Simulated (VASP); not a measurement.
Data:

```
KZnF3
1.0
    3.72888     0.00000     0.00000
    0.00000     3.72888     0.00000
    0.00000     0.00000     3.72888
K Zn F
1 1 3
Direct
  0.00000   0.00000   0.00000
  0.50000   0.50000   0.50000
  0.50000   0.00000   0.50000
  0.00000   0.50000   0.50000
  0.50000   0.50000   0.00000
```

Computed with LDA (Ceperley-Alder, Perdew-Zunger), VASP's LDA PAW potentials (set 64) (plane waves; VASP). Run with 620 eV cut-off, 6×6×6 Γ-centred mesh, Gaussian smearing of 0.050 eV, potentials K_sv Zn F.

What does the run give for the energy per atom (σ→0), pressure, band gap (on the k-mesh) with the smallest direct gap where there is one?

```
Property                                      Value
-----------------------------------  --------------
band gap (on the k-mesh)                    4.35 eV
smallest direct gap (on the k-mesh)         7.65 eV
energy per atom (σ→0)                -4.443 eV/atom
pressure                                 299.8 kbar
```

Total energies compare only between runs with the same potentials, cut-off and functional.

The compound is KZnF3 in the cubic perovskite structure. It was relaxed first under an external pressure of 30 GPa.
